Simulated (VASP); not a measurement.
Energy against volume of FeAl (CsCl type). Calculation: AM05 GGA, VASP's PBE PAW potentials (set 64) (plane waves; VASP). Run with 520 eV cut-off, 13×13×13 Γ-centred mesh, first-order Methfessel-Paxton smearing of 0.10 eV, potentials Al Fe.

| V (Å³/atom) | E (eV/atom) |
|---|---|
| 10.772 | -6.66775 |
| 11.116 | -6.68884 |
| 11.460 | -6.69529 |
| 11.804 | -6.68923 |

**Question.** Fit these four points and predict the energy of the run at 12.148 Å³/atom.

**Answer.** A cubic in V^(−2/3), the third-order Birch-Murnaghan form, passes through the four points with V0 = 11.46 Å³/atom and B0 = 194 GPa, and gives -6.6725 eV/atom there. The run gave -6.6725 eV/atom, +0.0 meV/atom from the fit; all five points give B0 = 194 GPa.

The compound is FeAl in the CsCl type structure. It was relaxed first, which changed the volume by -7 %. The run is not spin-polarised, so no magnetic state was tried.
